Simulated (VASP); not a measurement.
Write the native input for VASP 6.6.1 that does the following.

```
Task                   : band structure
Functional             : PBEsol
Potentials or basis    : VASP PAW PBE potentials, release 64 (Ga_d, B, As)
Cutoff                 : 520 eV
k mesh                 : 7 × 7 × 4
Occupations            : gaussian, width 0.02 eV
Spin                   : no spin polarisation
Further INCAR settings : ALGO = Fast; EDIFF = 1e-06; NBANDS = 31
```

The structure of GaB3As4 lies in POSCAR:

```
GaB3As4
1.0
    0.0000000000      2.5101477600     -2.5101477600
   -2.5101477600     -5.0202955200     -2.5101477600
   -5.0202955200      2.5101477600      2.5101477600
Ga B As
1 3 4
Direct
    0.7500000000      0.5000000000      0.2500000000
    0.0000000000      0.0000000000      0.0000000000
    0.2500000000      0.5000000000      0.7500000000
    0.5000000000      0.0000000000      0.5000000000
    0.9375000000      0.8750000000      0.3125000000
    0.1875000000      0.3750000000      0.0625000000
    0.4375000000      0.8750000000      0.8125000000
    0.6875000000      0.3750000000      0.5625000000
```

The cell comes from a database or a generator and needn't be the stable form of this composition.

One way to write it, as run:

INCAR

```
PREC = Accurate
ENCUT = 520
EDIFF = 1E-6
ISMEAR = 0
SIGMA = 0.02
LREAL = False
LASPH = True
NELM = 100
ALGO = Fast
ISIF = 2
LWAVE = False
LCHARG = False
GGA = PS
NBANDS = 31
KPAR = 2
```

KPOINTS

```
Automatic mesh
0
Gamma
  7 7 4
```

KPOINTS_OPT

```
path GYFLI,I1ZF1,YX1,XGN,MG
10
line-mode
reciprocal
 0.0000000000  0.0000000000  0.0000000000  G
 0.0000000000 -0.5000000000  1.0000000000  Y

 0.0000000000 -0.5000000000  1.0000000000  Y
 0.0000000000  0.2031250000  1.2812500000  F

 0.0000000000  0.2031250000  1.2812500000  F
 0.0000000000 -0.5000000000  0.5000000000  L

 0.0000000000 -0.5000000000  0.5000000000  L
 0.4687500000 -0.7343750000  0.5000000000  I

 0.5312500000 -0.2656250000 -0.5000000000  I1
 0.0000000000  0.0000000000 -0.5000000000  Z

 0.0000000000  0.0000000000 -0.5000000000  Z
 0.0000000000 -1.2031250000 -0.2812500000  F1

 0.0000000000 -0.5000000000  1.0000000000  Y
 0.3125000000 -0.6562500000  1.0000000000  X1

 0.6875000000 -0.3437500000  0.0000000000  X
 0.0000000000  0.0000000000  0.0000000000  G

 0.0000000000  0.0000000000  0.0000000000  G
 0.5000000000 -0.5000000000  0.5000000000  N

 0.5000000000 -0.5000000000  0.0000000000  M
 0.0000000000  0.0000000000  0.0000000000  G
```

Potentials or basis: VASP PAW PBE potentials, release 64 (Ga_d, B, As).

Run with:

```console
$ cat potpaw_PBE.64/Ga_d/POTCAR potpaw_PBE.64/B/POTCAR potpaw_PBE.64/As/POTCAR > POTCAR
$ mpirun -np 2 vasp_std > vasp.out
```

Results of the run:

| Quantity | Value |
| --- | --- |
| Pressure | 2.6 GPa |
| Largest force | 4.908 eV/Å |
| Band gap on the k mesh | 0.97 eV, indirect (least direct gap 1.42 eV) |
| Band gap along the path | 1.08 eV, indirect (least direct gap 1.49 eV) |

Caveat: the PAW data sets were made with another functional, which shifts forces and pressure a little.

Wall time 3.7 min on 2 MPI ranks on Intel(R) Xeon(R) Platinum 8259CL CPU @ 2.50GHz (Skylake/Cascade Lake), on a shared host, peak memory 0.49 GiB a rank.
